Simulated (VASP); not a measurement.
Given:

```
CELL_PARAMETERS angstrom
      0.00000     3.15252     3.15252
      3.15252     0.00000     3.15252
      3.15252     3.15252     0.00000
ATOMIC_POSITIONS crystal
  Te 0.50000 0.50000 0.50000
  Sn 0.00000 0.00000 0.00000
```

Calculation: PBE GGA with D3 dispersion (Becke-Johnson damping), VASP's PBE PAW potentials (set 64) (plane waves; VASP). Run with 400 eV cut-off, Gaussian smearing of 0.050 eV, potentials Te Sn_d.

Unless said otherwise, spin-orbit coupling is left out, though it shifts the bands of the heavy elements here.

Task: Give the energies of bands 7 to 13 at the high-symmetry points, in eV from the valence-band maximum.

Result: 
```tsv
band	Γ	X	U	L	W
7	-4.70	-6.48	-7.43	-8.34	-7.38
8	-2.15	-5.58	-5.18	-1.82	-4.83
9	-2.15	-3.75	-3.26	-1.82	-4.83
10	-2.15	-3.75	-2.72	0.00	-0.83
11	3.33	2.17	3.01	0.09	0.83
12	3.33	4.91	3.07	0.36	4.60
13	3.33	4.91	4.18	0.36	4.60
```

The gap is indirect, 0.08 eV, from the valence maximum at L to the conduction minimum at L-W at 0.07.

The structure comes from a measured SnTe entry (Fm-3m) of the Crystallography Open Database, whose conditions weren't checked. It was relaxed first.
